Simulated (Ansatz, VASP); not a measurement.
# Ge (Germanium): VASP beside Ansatz, part 2 of 2

Wanted: the spread between two codes on one cell, functional and k mesh. The cell is taken from a series of runs on this material, whose earlier steps may have relaxed, scaled, displaced or heated it; both programs get it as it stands.

VASP 6.6.1 and Ansatz 0.2.0.

So far: The structure; VASP: zone-centre phonons, LDA.

## 2. VASP: zone-centre phonons, LDA (continued)

Level of this step: LDA; plane waves and PAW (Ge_d) (VASP).

Numbers of over 12 decimals in the logs are rounded to 6 here.

OUTCAR, selected parts (step 2):

```text
ion  position               nearest neighbor table
   1  0.501  0.501  0.501-   2 2.40   2 2.40   2 2.40   2 2.43
   2  0.749  0.749  0.749-   1 2.40   1 2.40   1 2.40   1 2.43

  LATTYP: Found a trigonal (rhomboedric) cell.
 ALAT       =     3.9692843230
 COS(alpha) =     0.5184183750

 Subroutine GETGRP returns: Found 12 space group operations
 (whereof  6 operations were pure point group operations)

The static configuration has the point symmetry C_3v.
 The point group associated with its full space group is D_3d.

   k-points           NKPTS =   1728   k-points in BZ     NKDIM =   1728   number of bands    NBANDS=     20

   dimension x,y,z NGX =    30 NGY =   30 NGZ =   30
   dimension x,y,z NGXF=    60 NGYF=   60 NGZF=   60

   ENCUT  =  500.0 eV  36.75 Ry    6.06 a.u.   7.24  7.24  7.24*2*pi/ulx,y,z

   NELECT =      28.0000    total number of electrons

 k-points in reciprocal lattice and weights: Points of the shifted mesh
   0.04166667  0.04166667  0.04166667       0.001
   0.04166667  0.04166667  0.12500000       0.001
   0.04166667  0.04166667  0.20833333       0.001
   0.04166667  0.04166667  0.29166667       0.001
   0.04166667  0.04166667  0.37500000       0.001
   0.04166667  0.04166667  0.45833333       0.001
   0.04166667  0.04166667  0.54166667       0.001
   0.04166667  0.04166667  0.62500000       0.001
   0.04166667  0.04166667  0.70833333       0.001
[...]
0.95833333  0.95833333  0.87500000       0.001
   0.95833333  0.95833333  0.95833333       0.001

 average (electrostatic) potential at core
       1 -74.9555       2 -74.9555

  Total        0.7069685      0.7069685      0.7069685     -0.3460718     -0.3460718     -0.3460718
  in kB       26.3527551     26.3527551     26.3527551    -12.9000742    -12.9000742    -12.9000742
  external PRESSURE =      26.3527551 kB  Pullay stress =       0.0000000 kB

  energy-cutoff  :      500.00
  volume of cell :       42.98
      direct lattice vectors                 reciprocal lattice vectors
     0.051939738  2.806467557  2.806467557    -0.183183617  0.179855011  0.179855011
     2.806467557  0.051939738  2.806467557     0.179855011 -0.183183617  0.179855011
     2.806467557  2.806467557  0.051939738     0.179855011  0.179855011 -0.183183617

 POSITION                                       TOTAL-FORCE (eV/Angst)
 -----------------------------------------------------------------------------------
      2.83947      2.83947      2.83947         0.000703      0.000703      0.000703
      4.24163      4.24163      4.24163        -0.000703     -0.000703     -0.000703
 -----------------------------------------------------------------------------------
    total drift:                               -0.000000      0.000000      0.000000

 Eigenvectors and eigenvalues of the dynamical matrix
 ----------------------------------------------------

   1 f  =    9.211100 THz    57.875047 2PiTHz  307.249218 cm-1    38.094031 meV
             X         Y         Z           dx          dy          dz
      2.839467  2.839467  2.839467    -0.372673   -0.195549    0.568222
      4.241626  4.241626  4.241626     0.372673    0.195549   -0.568222

   2 f  =    9.211100 THz    57.875047 2PiTHz  307.249218 cm-1    38.094031 meV
             X         Y         Z           dx          dy          dz
      2.839467  2.839467  2.839467    -0.440963    0.543226   -0.102262
      4.241626  4.241626  4.241626     0.440963   -0.543226    0.102262

   3 f  =    9.015676 THz    56.647161 2PiTHz  300.730569 cm-1    37.285822 meV
             X         Y         Z           dx          dy          dz
      2.839467  2.839467  2.839467    -0.408248   -0.408248   -0.408248
      4.241626  4.241626  4.241626     0.408248    0.408248    0.408248

   4 f  =    0.000000 THz     0.000001 2PiTHz    0.000007 cm-1     0.000001 meV
             X         Y         Z           dx          dy          dz
      2.839467  2.839467  2.839467     0.054225   -0.700466    0.080043
      4.241626  4.241626  4.241626     0.054225   -0.700466    0.080043

   5 f  =    0.000000 THz     0.000001 2PiTHz    0.000004 cm-1     0.000000 meV
             X         Y         Z           dx          dy          dz
      2.839467  2.839467  2.839467     0.011847   -0.079363   -0.702539
      4.241626  4.241626  4.241626     0.011847   -0.079363   -0.702539

   6 f/i=    0.000000 THz     0.000000 2PiTHz    0.000001 cm-1     0.000000 meV
             X         Y         Z           dx          dy          dz
      2.839467  2.839467  2.839467     0.704925    0.055216    0.005650
      4.241626  4.241626  4.241626     0.704925    0.055216    0.005650

 ELASTIC MODULI CONTR FROM IONIC RELAXATION (kBar)
 Direction    XX          YY          ZZ          XY          YZ          ZX
 --------------------------------------------------------------------------------
 XX          -2.5306     -1.6971     -1.6971      8.7873     24.3416      6.4196
 YY          -1.6971     -2.5306     -1.6971      6.4196      8.7873     24.3416
 ZZ          -1.6971     -1.6971     -2.5306     24.3416      6.4196      8.7873
 XY           8.7873      6.4196     24.3416   -315.4354     25.7212     25.7212
 YZ          24.3416      8.7873      6.4196     25.7212   -315.4354     25.7212
 ZX           6.4196     24.3416      8.7873     25.7212     25.7212   -315.4354
 --------------------------------------------------------------------------------
```

The gap is read on the k-mesh alone, so it is an upper bound where the band edges lie off the mesh. Energies printed during the response cycles are not total energies of the cell.

## 3. Ansatz: zone-centre phonons, LDA

Ansatz runs on its PAW soft_1 files.

The same cell, functional (in two slightly different forms), mesh and smearing now go to Ansatz, which takes its cutoff from its data sets.

Input file input.yaml:

```yaml
crystal:
  lattice:
    - [0.0519397384, 2.8064675573, 2.8064675573]
    - [2.8064675573, 0.0519397384, 2.8064675573]
    - [2.8064675573, 2.8064675573, 0.0519397384]
  atoms:
    - { symbol: Ge, position: [0.501240936, 0.501240936, 0.501240936] }
    - { symbol: Ge, position: [0.748759064, 0.748759064, 0.748759064] }
kpoints:
  mp_grid: { grid: [12, 12, 12], shift: [0.5, 0.5, 0.5] }
hamiltonian:
  xc: lda
  pseudopotentials: { kind: paw, azcp: { folder: soft_1 }, xc_functional: pbe }
scf:
  occupations: { method: gaussian, width: 0.015 }
output:
  eigenvalues: true
phonons:
  method: dfpt
```

Launch:

```
> ansatz run input.yaml --threads 4 --pin off --max-ram 10240MiB --backend cpu --events-out ev --progress --plain --runs-dir out
```

Log:

```text
Engine: ansatz 0.2.0, aarch64-unknown-linux-gnu
Pseudopotentials: kind: paw
Pseudopotential: Ge, paw, valence charge 14, recommended cutoff 420 eV (normal), soft_1/Ge.paw.azcp
Functional definition: SPW92
  exchange = slater_x
  correlation = pw_c
Crystal: 2 atoms, lattice volume = 42.982 Å³
Basis set: ecut = 420 eV, 875 PW (Γ), exchange–correlation on 64×64×64 points (8 copies of the dense FFT grid, shifted against one another)
Bands: 18, of which v1, the nominal top of the filled ones, is band 14 counted from 1 (13 counted from 0)
Symmetry: 12 space group operations
k-points: 468 of 1728 (irreducible under 2 space group operations, time reversal used)
Non-local potential: Ge, projectors of the file, l = 0: 2, l = 1: 2, l = 2: 3, l = 3: 1
PAW form: soft (Blöchl's): semilocal exchange-correlation on the pseudo side does not see the compensation charge
PAW frozen core: Ge, regenerated for the run's functional, and the local potential with it (the file was generated under x = pbe(κ = 0.804, μ = 0.219515), c = pbe(β = 0.066725))
PAW one-centre angular grid: Ge, 590 points (default); XC on 64 Gauss nodes
Initial density: superposition of atomic densities (chi_scale 0.1, normalization cell)
Initial wavefunctions: pseudopotential atomic-orbital guess
Functional: x = slater, c = lda
SCF iter   1: F=—  HF=-8431.581842 eV  |F-HF|=—  |Δ(HF+E_count)|=         —  Δρ=3.70e-2  dr2=5.39e-1  ethr=3.10e-3  ⟨swp⟩=6.0  Hψ=39850  notcnv=0
preconditioner: auto → none  [insulator: Δε(μ)=0.474 eV  Ē_g=23.637 eV  σ=0.015 eV  W_gap=1.00  n_scr=14 (ndim 8)  ℏωp=30.0 eV  f_vac=0.000  D(μ)=0.00/eV (n_scr^D=0)  ε∞_Penn≈2.6]
SCF iter   2: F=—  HF=-8431.450085 eV  |F-HF|=—  |Δ(HF+E_count)|=   1.32e-1  Δρ=1.68e-2  dr2=8.67e-2  ethr=1.93e-3  ⟨swp⟩=2.0  Hψ=14040  notcnv=0
SCF iter   3: F=—  HF=-8431.434618 eV  |F-HF|=—  |Δ(HF+E_count)|=   1.55e-2  Δρ=2.62e-3  dr2=7.81e-4  ethr=3.10e-4  ⟨swp⟩=2.0  Hψ=12178  notcnv=0
SCF iter   4: F=—  HF=-8431.434615 eV  |F-HF|=—  |Δ(HF+E_count)|=   2.94e-6  Δρ=4.46e-4  dr2=7.32e-5  ethr=2.79e-6  ⟨swp⟩=2.0  Hψ=16839  notcnv=0
SCF iter   5: F=—  HF=-8431.434449 eV  |F-HF|=—  |Δ(HF+E_count)|=   1.66e-4  Δρ=5.95e-5  dr2=1.20e-6  ethr=2.61e-7  ⟨swp⟩=2.0  Hψ=16672  notcnv=0
SCF iter   6: F=—  HF=-8431.434449 eV  |F-HF|=—  |Δ(HF+E_count)|=   4.65e-7  Δρ=2.41e-5  dr2=1.98e-7  ethr=4.28e-9  ⟨swp⟩=2.0  Hψ=14976  notcnv=0
SCF iter   7: F=—  HF=-8431.434449 eV  |F-HF|=—  |Δ(HF+E_count)|=   7.31e-8  Δρ=5.67e-6  dr2=6.61e-9  ethr=7.06e-10  ⟨swp⟩=2.5  Hψ=12729  notcnv=0
SCF iter   8: F=—  HF=-8431.434449 eV  |F-HF|=—  |Δ(HF+E_count)|=   6.06e-9  Δρ=4.28e-7  dr2=3.37e-11  ethr=2.36e-11  ⟨swp⟩=2.0  Hψ=14042  notcnv=0
SCF iter   9: F=-8431.434449 eV  HF=-8431.434449 eV  |F-HF|=5.46e-12  |Δ(HF+E_count)|=  1.82e-12  Δρ=9.46e-8  dr2=1.99e-12  ethr=1.00e-12  ⟨swp⟩=5.3  Hψ=36614  notcnv=0
SCF 1 converged in 9 iterations: F = -8431.434449 eV  dr2 = 1.99e-12
  greatest PAW one-centre occupation: 0.998 electrons in one spin orbital (limit 2), on the Ge atom at site 1 (counted from 0), in its partial waves of l = 2
DFPT response loops at Γ: preconditioner auto → none (the input reference at scf.mixing.eps_inf says where Resta's filter doesn't serve); β = 0.50; Broyden in place of MSR1
SCF converged after 9 iterations
Free energy (F): -8431.434449 eV
Harris-Foulkes:  -8431.434449 eV  (|F-HF|=5.46e-12)
Internal energy: -8431.434449 eV  (E = F + TS)
E sigma→0 (E₀):  -8431.434449 eV
Fermi energy:    9.139819 eV
--- Per-component energies (eV) ---
  E_band       = -294.238275
  E_kinetic    = 188.121213
  E_local      = -4435.872801  (includes V_loc(G=0)·N_el)
  E_nonlocal   = 442.560265
  E_hartree    = 2117.325526
  E_xc         = -143.657711
  E_vxc        = -132.333069  (∫ρ·V_xc dr)
  E_paw        = -3869.462274  (= ΣΔE_a)
  E_vpaw       = -591.365078  (= ΣTr[D̂ρ^β])
  E_aug_tail   = 0.000033  (compensation charges beyond the density's cutoff)
  E_ewald      = -2734.265353
  E_core_change = 3.816653  (= ΣΔE_core)
  E_smearing   = -0.000000  (= −TS)
  E_closure    = -0.000000  (closes the sum)
  Σ components = -8431.434449   (vs F -8431.434449, Δ=0.00e0)
--- Band table (eV; the first three rows and the last of 468) ---
  k-point 0: bands = [... 10 lower, -4.2642, 8.0888, 8.9811, 8.9811, 9.7336, 11.4116, 11.6421, 11.6421]
  k-point 1: bands = [... 10 lower, -4.1456, 7.0372, 8.2686, 8.8872, 10.2982, 11.7732, 11.7809, 12.2838]
  k-point 2: bands = [... 10 lower, -3.8505, 5.4630, 7.7298, 8.5237, 10.1443, 12.2093, 12.3956, 13.5302]
  k-point 467: bands = [... 10 lower, -2.0120, 1.0728, 7.0896, 7.4211, 9.2988, 12.5257, 12.7794, 15.9743]
--- Phonons (Γ-DFPT): 1 representative perturbation + reference, on 468 of 1728 k-points (Σ response iterations 3) ---
  k mesh reduced under 2 symmetry operations, with k and −k counted as one. Each operation leaves every solved perturbation unchanged. A smaller set is not used because it would not reduce the number of displacements times k-points to solve
  ASR residual: 5.195e-6 → 0.000e0 eV/Å²; symmetrization residual: 1.416e-12 eV/Å²
  ASR residual per site (eV/Å²): 5.19e-6 5.19e-6
  Γ frequencies (cm⁻¹): 0.00 0.00 0.00 299.58 306.39 306.39
  non-analytic LO–TO correction: not included (Born effective charges unavailable; polar crystals: no LO–TO splitting at Γ)
```

The column dr2 measures how far the density is from self-consistency, as an energy; F and HF (Harris–Foulkes) agree once it is small.

## 4. Comparison

Known differences besides the potentials themselves: the cutoff is 420 eV in Ansatz and 500 eV in VASP; VASP's log shows a relativistic correction to its local exchange, Ansatz's none. Total energies have different zeros and are not compared.

The two programs side by side:

```csv
quantity,Ansatz,VASP,difference
optical mode 1 (cm⁻¹),299.6,300.7,-0.38 %
optical mode 2 to 3 (cm⁻¹),306.4,307.2,-0.28 %
```

Modes are paired by rising frequency, not by their patterns, so a pair may set unlike modes beside each other; they are those without the splitting of longitudinal modes.

## 5. Outcome

* r.m.s. difference of the optical zone-centre modes, each program's sorted by frequency (zone-centre phonons, LDA): 0.97 cm⁻¹

In words: The r.m.s. difference of the optical zone-centre modes, each program's sorted by frequency is 0.97 cm⁻¹ (zone-centre phonons, LDA). How closely two codes agree says nothing of how well the functional describes the real material.

[Lines on the potential files, build, host, timing and source positions are cut from VASP's logs without a mark.]

[Logs are printed without paths, hosts, clocks, repeated set-up lines and the standing remarks that a program may print on its own settings, such as how far it seeks lower states.]

[Hosts, paths, dates, database ids (printed as entryN), source tags and the programs' standing remarks are cut or masked in the printed files.]
